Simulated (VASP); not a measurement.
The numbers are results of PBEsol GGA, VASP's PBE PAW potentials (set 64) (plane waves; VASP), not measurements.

VASP input:

KPOINTS:
```
Automatic mesh
0
Gamma
9 9 6
0 0 0
```

**POSCAR**
```
Ni2Ge
1
    3.9002140000     0.0000000000     0.0000000000
   -1.9501070000     3.3776850000     0.0000000000
    0.0000000000     0.0000000000     4.9234020000
Ni Ge
4 2
Direct
  0.6666670000   0.3333330000   0.2500000000
  0.3333330000   0.6666670000   0.7500000000
  0.0000000000   0.0000000000   0.0000000000
  0.0000000000   0.0000000000   0.5000000000
  0.6666670000   0.3333330000   0.7500000000
  0.3333330000   0.6666670000   0.2500000000
```

**INCAR**
```
SYSTEM = Ni2Ge
PREC = Accurate; ENCUT = 300; LREAL = .FALSE.
LASPH = .TRUE.
EDIFF = 1E-6; NELM = 100; ALGO = Normal
LMAXMIX = 4
ISMEAR = 0; SIGMA = 0.272
GGA = PS
ISIF = 2
LWAVE = .FALSE.; LCHARG = .FALSE.
```

POTCAR, in this order: Ni Ge_d (PBE.64 set). Program: vasp_std.

At this cut-off the stress carries a Pulay error, which pulls relaxed volumes low.

**Question.** Predict the energy per atom (σ→0), pressure, band gap (on the k-mesh).

**Answer.** 
```
Item                                                        Result
------------------------  ----------------------------------------
energy per atom (σ→0)                       -584.7 kJ/mol of atoms
band gap (on the k-mesh)  none (metal, semimetal or under 0.01 eV)
pressure                                                 12.03 GPa
```

**OSZICAR**
```
...
DAV:  10    -0.364196550614E+02    0.39556E-01   -0.30751E-01  4040   0.621E+00    0.561E-01
DAV:  11    -0.364191170456E+02    0.53802E-03   -0.30261E-02  4328   0.187E+00    0.287E-01
DAV:  12    -0.364193007683E+02   -0.18372E-03   -0.29049E-03  4472   0.907E-01    0.162E-01
DAV:  13    -0.364191158974E+02    0.18487E-03   -0.77764E-04  4424   0.540E-01    0.266E-02
DAV:  14    -0.364191260384E+02   -0.10141E-04   -0.12771E-04  3936   0.113E-01    0.264E-02
DAV:  15    -0.364191185946E+02    0.74438E-05   -0.34470E-05  4048   0.800E-02    0.716E-03
DAV:  16    -0.364191187242E+02   -0.12962E-06   -0.36135E-06  3312   0.130E-02
   1 F= -.36419119E+02 E0= -.36361197E+02  d E =-.115843E+00
```

The structure comes from a computed database's Ni2Ge entry; how it stands against other phases isn't given here. The cell was not relaxed at this level, and its volume differs by -5.9 % from the start's. The run is not spin-polarised, so no magnetic state was tried.
